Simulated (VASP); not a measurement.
Input of a VASP 6.6.1 run:

Contents of POSCAR:

```
AlGa3N2
1.0
    3.2201430000      0.0000000000      0.0000000000
   -1.6100720000      2.7887260000      0.0000000000
    0.0000000000      0.0000000000      9.3634500000
Al Ga N
1 3 2
Direct
    0.6666670000      0.3333330000      0.2546380000
    0.3333330000      0.6666670000      0.9775310000
    0.0000000000      0.0000000000      0.5264520000
    0.3333330000      0.6666670000      0.7103350000
    0.6666670000      0.3333330000      0.0524980000
    0.0000000000      0.0000000000      0.3155920000
```

Contents of INCAR.step1:

```
SYSTEM = AlGa3N2
PREC     = Accurate       ! precision mode
ENCUT    = 520            ! plane-wave cutoff, eV
EDIFF    = 1E-8           ! SCF threshold, eV
ISMEAR   = 0              ! smearing method
SIGMA    = 0.1            ! smearing width, eV
LREAL    = .FALSE.        ! projectors in reciprocal space
LASPH    = .TRUE.         ! aspherical terms in the spheres
NELM     = 80             ! most SCF steps
ALGO     = Normal         ! electronic algorithm
ISIF     = 3              ! what is computed and relaxed
LWAVE    = .FALSE.        ! write WAVECAR
LCHARG   = .FALSE.        ! write CHGCAR
GGA      = PE             ! functional
KPAR     = 4            
IBRION   = 2              ! ionic algorithm
NSW      = 40             ! ionic steps
EDIFFG   = -0.002         ! ionic threshold
```

File INCAR.step2:

```
SYSTEM = AlGa3N2
PREC     = Accurate       ! precision mode
ENCUT    = 520            ! plane-wave cutoff, eV
EDIFF    = 1E-8           ! SCF threshold, eV
ISMEAR   = 0              ! smearing method
SIGMA    = 0.1            ! smearing width, eV
LREAL    = .FALSE.        ! projectors in reciprocal space
LASPH    = .TRUE.         ! aspherical terms in the spheres
NELM     = 80             ! most SCF steps
ALGO     = Normal         ! electronic algorithm
ISIF     = 2              ! what is computed and relaxed
LWAVE    = .FALSE.        ! write WAVECAR
LCHARG   = .FALSE.        ! write CHGCAR
GGA      = PE             ! functional
KPAR     = 4            
IBRION   = 6              ! ionic algorithm
NFREE    = 2            
POTIM    = 0.015          ! step
NSW      = 1              ! ionic steps
```

File KPOINTS:

```
Automatic mesh
0
G
  10 10 4
  0 0 0
```

Potentials or basis: VASP PAW PBE potentials, release 64 (Al, Ga_d, N).

Command:

```bash
$ cat potpaw_PBE.64/Al/POTCAR potpaw_PBE.64/Ga_d/POTCAR potpaw_PBE.64/N/POTCAR > POTCAR
$ cp INCAR.step1 INCAR
$ mpirun -np 4 vasp_std > vasp.out
$ cp CONTCAR POSCAR
$ cp INCAR.step2 INCAR
$ mpirun -np 4 vasp_std > vasp.out
```

(1) What does it give for the highest phonon frequency at Γ, LO-TO splitting left out?

Answers

(1) 674 cm⁻¹.
